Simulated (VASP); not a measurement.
Consider the following.

```
CELL_PARAMETERS angstrom
     -1.63832     1.63832     1.63832
      1.63832    -1.63832     1.63832
      1.63832     1.63832    -1.63832
ATOMIC_POSITIONS crystal
  Nb 0.00000 0.00000 0.00000
```

These are PW91 GGA, VASP's PBE PAW potentials (set 64) (plane waves; VASP) values and carry that method's errors. Settings: 520 eV cut-off, 15×15×15 Γ-centred mesh, first-order Methfessel-Paxton smearing of 0.10 eV, potentials Nb_sv.

### Question
Give the stress tensor in GPa (positive for a compressed cell).

### Answer

```
5.76  0.00  0.00
0.00  5.76  0.00
0.00  0.00  5.76
```
The pressure is its mean diagonal, 5.76 GPa.

The compound is Nb in the bcc structure. This cell is one point of a volume scan, at 0.97 of the reference volume.
